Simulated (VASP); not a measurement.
VASP ran on this input.

File POSCAR:
```
TlCl
1
    4.1183428134     0.0000000000     0.0000000000
    0.0000000000     4.1183428134     0.0000000000
    0.0000000000     0.0000000000     4.1183428134
Tl Cl
1 1
Direct
  0.0000000000   0.0000000000   0.0000000000
  0.5000000000   0.5000000000   0.5000000000
```

INCAR:
```
SYSTEM=TlCl
PREC=Accurate; ENCUT=520; LREAL=.FALSE.
LASPH=.TRUE.
EDIFF=1E-7; NELM=100; ALGO=Normal
LMAXMIX=4
ISMEAR=0; SIGMA=0.05
GGA=RP
ISIF=2
LWAVE=.FALSE.; LCHARG=.FALSE.
```

KPOINTS:
```
Regular mesh
0
Gamma
  7 7 7
```

POTCAR, in this order: Tl_d Cl (PBE.64 set). Program: vasp_std.

Problem. Write an equivalent input for Quantum ESPRESSO's pw.x.

Solution. One equivalent input (not run):
```
&CONTROL
  calculation = 'scf'
  pseudo_dir = './pseudo'
  outdir = './out'
  tprnfor = .true.
  tstress = .true.
/
&SYSTEM
  ibrav = 0
  nat = 2
  ntyp = 2
  ecutwfc = 60.3
  occupations = 'smearing'
  smearing = 'gaussian'
  degauss = 0.003675
  input_dft = 'rpbe'
/
&ELECTRONS
  conv_thr = 7.3e-09
  electron_maxstep = 100
/
ATOMIC_SPECIES
  Tl 204.380 Tl.upf
  Cl 35.450 Cl.upf
CELL_PARAMETERS angstrom
     4.1183428    0.0000000    0.0000000
     0.0000000    4.1183428    0.0000000
     0.0000000    0.0000000    4.1183428
ATOMIC_POSITIONS crystal
  Tl   0.0000000  0.0000000  0.0000000
  Cl   0.5000000  0.5000000  0.5000000
K_POINTS automatic
  7 7 7 0 0 0
```
What does not carry over: the potentials are each code's own (VASP's PAW set, PseudoDojo norm-conserving files in pw.x), so ENCUT and ecutwfc are chosen apart and not converted; conv_thr bounds pw.x's estimated SCF error, while EDIFF bounds the energy change between steps.

The compound is TlCl in the CsCl type structure. This cell is one point of a volume scan, at 1.06 of the reference volume.
